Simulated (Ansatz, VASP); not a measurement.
## One calculation of InB3, two programs

```
In B
1.0
     3.72041    0.00000    0.00000
     0.00000    3.72041    0.00000
     0.00000    0.00000    3.72041
In B
1 3
Direct
  0.00000 0.00000 0.00000
  0.00000 0.50000 0.50000
  0.50000 0.00000 0.50000
  0.50000 0.50000 0.00000
```

Change from the starting cell: species swapped into the Pr3Sn type (Pm-3m, No. 221).

Alike in both runs: task single point; functional PBE; k mesh 6 × 6 × 6; occupations gaussian, width 0.1 eV; no spin polarisation.

|  | VASP | Ansatz |
| --- | --- | --- |
| version | VASP 6.6.1 | Ansatz 0.2.0 |
| potentials or method | VASP PAW PBE potentials, release 64 (In_d, B) | scalar-relativistic, plane waves, PAW |
| plane-wave cutoff (eV) | 520 | 420 |
| valence electrons in the cell | 22 | 22 |

|  | VASP | Ansatz | Ansatz less VASP |
| --- | --- | --- | --- |
| gap on the k mesh at the Fermi level (eV) | none | none | - |
| pressure (GPa) | -10.4 | -10.4 | -0.03 |

A gap of «none» marks a metal or a gap that the smearing closes. With one functional, cell and mesh, what is left measures potentials, basis and numerics.
